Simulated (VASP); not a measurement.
A convergence study with VASP on CuCl (zinc blende): one setting is varied, all else stays as given below, so the limit is that of these other settings. Each run relaxes cell and ions from the cell shown.

```
CELL_PARAMETERS angstrom
      0.00000     2.70500     2.70500
      2.70500     0.00000     2.70500
      2.70500     2.70500     0.00000
ATOMIC_POSITIONS crystal
  Cu 0.00000 0.00000 0.00000
  Cl 0.25000 0.25000 0.25000
```

Calculation: PBE GGA, VASP's PBE PAW potentials (set 64) (plane waves; VASP). The tightest run used: 550 eV cut-off, 12×12×12 Γ-centred mesh, Gaussian smearing of 0.050 eV, potentials Cu Cl.

Gaps are read on the run's mesh, which can miss a band edge.

```tsv
setting	relaxed volume (Å³/atom)	E (eV/atom)	gap on the mesh (eV)	irreducible k-points
2×2×2 mesh	21.241	-2.9499	0.503	3
3×3×3 mesh	20.241	-3.1357	0.497	4
4×4×4 mesh	20.051	-3.1648	0.516	8
```

Task: These are the cheaper rows. Estimate the results at 12×12×12 mesh, and how far the last row shown lies from them.

Result: 
```
quantity                  tightest run  last row shown is off by
------------------------  ------------  ------------------------
relaxed volume (Å³/atom)        20.007                     0.044
E (eV/atom)                    -3.1715                    0.0067
gap on the mesh (eV)             0.527                    -0.011
```

Left out are rungs that failed or repeat a setting and relaxations that didn't move; long series are thinned to 24 rows.

The compound is CuCl in the zinc blende structure.
